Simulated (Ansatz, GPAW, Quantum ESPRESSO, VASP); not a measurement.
## One structure in several programs: PtS₂ (P-3m1, 3 atoms in the cell)

Self-consistent single point.

```yaml
crystal:
  lattice:
    - [1.79106, -3.10221, 0.00000]
    - [1.79106, 3.10221, 0.00000]
    - [0.00000, 0.00000, 5.09998]
  atoms:
    - { symbol: Pt, position: [0.00000, 0.00000, 0.00000] }
    - { symbol: S, position: [0.33333, 0.66667, 0.23000] }
    - { symbol: S, position: [0.66667, 0.33333, 0.77000] }
```

Shared settings, as Ansatz (a quantum-chemistry and plane-wave program) writes them: kpoints.mp_grid.grid = 2 2 1; scf.occupations.method = fermi_dirac; scf.occupations.width = 0.0015 Ry. Potentials and cutoffs stand in the table.

```json
[
 {"code": "GPAW", "model": "PBE, GPAW PAW datasets PBE (gpaw-data 1.0.1)", "pressure (GPa)": "-0.43", "largest force (eV/Å)": "0.747", "cutoff": "600 eV"},
 {"code": "Ansatz", "model": "PBE, default PAW files", "pressure (GPa)": "-0.69", "largest force (eV/Å)": "0.786", "cutoff": "default"},
 {"code": "Quantum ESPRESSO", "model": "PBE, GBRV 1.5 ultrasoft (PBE) pseudopotentials", "pressure (GPa)": "-1.11", "largest force (eV/Å)": "0.793", "cutoff": "40 Ry"},
 {"code": "VASP", "model": "PBE, VASP's PBE PAW potentials (set 64)", "pressure (GPa)": "-1.55", "largest force (eV/Å)": "0.824", "cutoff": "300 eV"}
]
```

On Ansatz's run: spin-orbit coupling is off.

The spread over the programs that give each value: pressure within 1.12 GPa; largest force within 0.077 eV/Å.

Ansatz's pressure is given at a fixed set of plane waves, as the other plane-wave codes print theirs; with its correction for the finite basis it is -0.66 GPa.

On the base mesh (6 6 4) the same programs gave: GPAW pressure 5.07 GPa; Quantum ESPRESSO pressure 4.48 GPa; Ansatz pressure 4.90 GPa, gap on the mesh 0.903 eV; VASP pressure 4.05 GPa.

The values differ from the base mesh's, so the mesh still matters here: the table compares the programs at equal settings.

VASP's run is marked for a possible Pulay error in its stress at this cutoff; no cutoff test was made.

The starting cell has typed, rounded lattice constants, without a prior relaxation at this level. Its lattice was rescaled by a random factor within 2.5 % of one.

Left out of this page: ABINIT, Elk, FLEUR and SIESTA (not drawn, or without a comparable value); CP2K (on another mesh).

Keys are those of Ansatz 0.2.
